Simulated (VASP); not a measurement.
Method: PBE GGA, VASP's PBE PAW potentials (set 64) (plane waves; VASP).

A VASP calculation is set up with these files.

### INCAR
```
SYSTEM = GaN
PREC = Accurate
ENCUT = 520
EDIFF = 1E-6
NELM = 100
ALGO = Normal
LREAL = .FALSE.
LASPH = .TRUE.
ISMEAR = 0
SIGMA = 0.05
GGA = PE
LMAXMIX = 4
LWAVE = .FALSE.
LCHARG = .FALSE.
ISIF = 2
```

File POSCAR:
```
GaN
1
    1.6269000000    -2.8178730000     0.0000000000
    1.6269000000     2.8178730000     0.0000000000
    0.0000000000     0.0000000000     5.2938000000
Ga N
2 2
Direct
  0.6666670000   0.3333330000   0.5000000000
  0.3333330000   0.6666670000   0.0000000000
  0.6666670000   0.3333330000   0.8770000000
  0.3333330000   0.6666670000   0.3770000000
```

### KPOINTS
```
Automatic mesh
0
Gamma
6 6 3
0 0 0
```

POTCAR, in this order: Ga_d N (PBE.64 set). Program: vasp_std.

The run wrote:

File OSZICAR:
```
       N       E                     dE             d eps       ncg     rms          rms(c)
DAV:   1     0.285988651881E+03    0.28599E+03   -0.18689E+04   624   0.301E+03
DAV:   2     0.807893140233E+01   -0.27791E+03   -0.26932E+03   694   0.541E+02
DAV:   3    -0.267824229824E+02   -0.34861E+02   -0.34467E+02   730   0.156E+02
DAV:   4    -0.281144789662E+02   -0.13321E+01   -0.13290E+01   824   0.331E+01
DAV:   5    -0.281373506556E+02   -0.22872E-01   -0.22860E-01   726   0.396E+00    0.106E+01
DAV:   6    -0.242071678364E+02    0.39302E+01   -0.15548E+01  1092   0.552E+01    0.315E+00
DAV:   7    -0.243183031340E+02   -0.11114E+00   -0.15898E+00   660   0.109E+01    0.266E+00
DAV:   8    -0.243189839331E+02   -0.68080E-03   -0.29819E-01  1106   0.763E+00    0.899E-01
DAV:   9    -0.242961679660E+02    0.22816E-01   -0.11382E-01  1084   0.544E+00    0.369E-01
DAV:  10    -0.242972244825E+02   -0.10565E-02   -0.57882E-03   734   0.811E-01    0.132E-01
DAV:  11    -0.242970777871E+02    0.14670E-03   -0.20444E-03   928   0.795E-01    0.454E-02
DAV:  12    -0.242970987676E+02   -0.20981E-04   -0.21446E-04   682   0.108E-01    0.349E-02
DAV:  13    -0.242971000298E+02   -0.12622E-05   -0.76998E-05   856   0.150E-01    0.231E-02
DAV:  14    -0.242970974545E+02    0.25753E-05   -0.12860E-05   934   0.421E-02    0.120E-02
DAV:  15    -0.242970972436E+02    0.21094E-06   -0.21263E-06   546   0.125E-02
   1 F= -.24297097E+02 E0= -.24297097E+02  d E =-.203818E-13
```

### OUTCAR
```
------------------------ aborting loop because EDIFF is reached ----------------------------------------
  FORCE on cell =-STRESS in cart. coord.  units (eV):
  Direction    XX          YY          ZZ          XY          YZ          ZX
  --------------------------------------------------------------------------------------
  Total       -1.5436553     -1.5436548     -1.4371027      0.0000000      0.0000000      0.0000000
  in kB      -50.9543328    -50.9543162    -47.4371491      0.0000000      0.0000000      0.0000000
  external PRESSURE =     -49.7819327 kB  Pullay stress =       0.0000000 kB
  volume of cell :       48.54
      direct lattice vectors                 reciprocal lattice vectors
     1.626900000 -2.817873000  0.000000000     0.307332965 -0.177438799  0.000000000
     1.626900000  2.817873000  0.000000000     0.307332965  0.177438799  0.000000000
     0.000000000  0.000000000  5.293800000     0.000000000  0.000000000  0.188900223
  FREE ENERGIE OF THE ION-ELECTRON SYSTEM (eV)
  ---------------------------------------------------
  free  energy   TOTEN  =       -24.2970972436 eV

  energy  without entropy=      -24.2970972436  energy(sigma->0) =      -24.29709724
```
(Selected blocks of OUTCAR.)

The compound is GaN in the wurtzite structure. The cell was not relaxed at this level.
